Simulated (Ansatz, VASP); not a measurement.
## One calculation of GePd3, two programs

POSCAR

```
GePd3
1.0
    5.3798701500      0.0000000000      0.0000000000
    0.0000000000      4.3541715100      0.0000000000
    0.0000000000      0.0000000000      4.7413318600
Pd Ge
6 2
Direct
    0.0000000000      0.5000000000      0.6700000000
    0.5000000000      0.0000000000      0.3300000000
    0.2500000000      0.0000000000      0.8330000000
    0.7500000000      0.0000000000      0.8330000000
    0.7500000000      0.5000000000      0.1670000000
    0.2500000000      0.5000000000      0.1670000000
    0.0000000000      0.0000000000      0.3300000000
    0.5000000000      0.5000000000      0.6700000000
```

File INCAR.step1:

```
PREC = Accurate
ENCUT = 520
ISMEAR = -1
SIGMA = 0.0132
LREAL = F
LASPH = T
NELM = 100
NBANDS = 54
GGA = PE
ALGO = Normal
EDIFF = 1E-4
LWAVE = T
LCHARG = F
```

INCAR.step2

```
PREC = Accurate
ENCUT = 520
EDIFF = 1E-6
ISMEAR = -1
SIGMA = 0.0132
LREAL = F
LASPH = T
NELM = 100
ALGO = Normal
ISIF = 2
LWAVE = F
LCHARG = F
METAGGA = R2SCAN
LMIXTAU = T
NBANDS = 54
ISTART = 1
```

The input KPOINTS:

```
regular mesh
0
Gamma
  4 4 4
```

Input for Ansatz:

```yaml
crystal:
  lattice:
    - [5.37987015, 0.0, 0.0]
    - [0.0, 4.35417151, 0.0]
    - [0.0, 0.0, 4.74133186]
  atoms:
    - { symbol: Pd, position: [0.0, 0.5, 0.67] }
    - { symbol: Pd, position: [0.5, 0.0, 0.33] }
    - { symbol: Ge, position: [0.0, 0.0, 0.33] }
    - { symbol: Ge, position: [0.5, 0.5, 0.67] }
    - { symbol: Pd, position: [0.25, 0.0, 0.833] }
    - { symbol: Pd, position: [0.75, 0.0, 0.833] }
    - { symbol: Pd, position: [0.75, 0.5, 0.167] }
    - { symbol: Pd, position: [0.25, 0.5, 0.167] }
  symmetry: { tolerance: 0.0003 }
kpoints:
  mp_grid: { grid: [4, 4, 4], shift: [0, 0, 0] }
magnetization:
  spin_polarized: false
scf:
  occupations: { method: fermi_dirac, width: 0.0132 }
hamiltonian:
  pseudopotentials: { kind: paw }
  xc: r2scan
basis:
  ecutwfc: 500
output:
  forces: true
  stress: true
  eigenvalues: true
```

The cell was built by a generator and needn't be a form met in nature.

Alike in both runs: task single point; functional r2SCAN; k mesh 4 × 4 × 4; occupations fermi-dirac, width 0.0132 eV; no spin polarisation.

|  | VASP | Ansatz |
| --- | --- | --- |
| version | VASP 6.6.1 | Ansatz 0.2.0 |
| potentials or method | VASP PAW PBE potentials, release 64 (Pd, Ge_d) | PAW plane waves |
| plane-wave cutoff (eV) | 520 | 500 |
| valence electrons in the cell | 88 | 136 |

```tsv
	VASP	Ansatz	Ansatz less VASP
gap on the k mesh at the Fermi level (eV)	none	none	-
pressure (GPa)	13.7	12.7	-0.93
largest component of the traceless stress (GPa)	2.88	2.88	-0.003
rms of the force components (eV/Å)	0.291	0.288	-0.0031
```

A gap of «none» marks a metal or a gap that the smearing closes. With one functional, cell and mesh, what is left measures potentials, basis and numerics. The two sets of potentials don't hold the same shells in valence.

Caveats: the k mesh is coarse (spacing up to 0.36 Å⁻¹), so the values aren't converged; the PAW data sets were made with another functional, which shifts forces and pressure a little (VASP).
